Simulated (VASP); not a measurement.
Method: r2SCAN meta-GGA, VASP's PBE PAW potentials (set 64) (plane waves; VASP).

Gaps are without spin-orbit coupling.

Task: Order these relaxed crystals by band gap, smallest first: CdSe, P6_3mc (186); CeO2, Fm-3m (225); CsH, Pm-3m (221); SiO2, I-42d (122).

Result: CdSe, P6_3mc (186) (1.10 eV), CeO2, Fm-3m (225) (2.17 eV), CsH, Pm-3m (221) (3.15 eV), SiO2, I-42d (122) (6.54 eV)
